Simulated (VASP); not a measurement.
## ZnB12: single point with PBE

Crystal: ZnB12.

```
Zn B
1.0
     0.00000    3.71616    3.71616
     3.71616    0.00000    3.71616
     3.71616    3.71616    0.00000
Zn B
1 12
Direct
  0.00000 0.00000 0.00000
  0.50000 0.83758 0.50000
  0.83758 0.50000 0.50000
  0.50000 0.83758 0.16242
  0.16242 0.50000 0.83758
  0.83758 0.50000 0.16242
  0.50000 0.50000 0.83758
  0.16242 0.83758 0.50000
  0.50000 0.16242 0.83758
  0.50000 0.50000 0.16242
  0.83758 0.16242 0.50000
  0.16242 0.50000 0.50000
  0.50000 0.16242 0.50000
```

The cell was built by a generator and needn't be a form met in nature.

The cell isn't the ideal one: species swapped into the HfB12 type (Fm-3m, No. 225).

| Item | Value |
| --- | --- |
| Program | VASP 6.6.1 |
| Task | single point |
| Functional | PBE |
| Potentials or basis | VASP PAW PBE potentials, release 64 (Zn, B) |
| Cutoff | 520 eV |
| k mesh | 10 × 10 × 10 |
| Occupations | gaussian, width 0.1 eV |
| Spin | no spin polarisation |

```yaml
Pressure: 0.0 GPa
Largest_force: 0.004 eV/Å
Band_gap_on_the_k_mesh: none (metal or under the smearing width)
```

Forces on the atoms (eV/Å):
```
Zn   0.000  0.000  0.000
B    0.003  0.000  0.003
B    0.000  0.003  0.003
B    0.000 -0.003  0.003
B    0.003  0.000 -0.003
B   -0.003  0.000  0.003
B    0.003  0.003  0.000
B    0.003 -0.003  0.000
B    0.000  0.003 -0.003
B   -0.003 -0.003  0.000
B   -0.003  0.003  0.000
B    0.000 -0.003 -0.003
B   -0.003  0.000 -0.003
```

Levels at points of the mesh, in eV from the Fermi level:
| k point | band 21 | band 22 | band 23 | band 24 | band 25 | band 26 | band 27 | band 28 |
| --- | --- | --- | --- | --- | --- | --- | --- | --- |
| (0.00, 0.00, 0.00) | -0.47 | -0.47 | -0.13 | 0.00 | 0.00 | 3.92 | 3.92 | 3.92 |
| (0.50, 0.00, 0.00) | -0.75 | -0.75 | -0.49 | -0.49 | 2.21 | 2.21 | 2.97 | 3.73 |
| (0.50, 0.50, 0.00) | -1.69 | -1.69 | -1.03 | -0.94 | 0.87 | 0.87 | 1.58 | 4.90 |

It took 4.3 min on 1 thread of Intel(R) Xeon(R) Platinum 8488C (Sapphire Rapids), with other jobs on the host, peak memory 0.32 GiB.
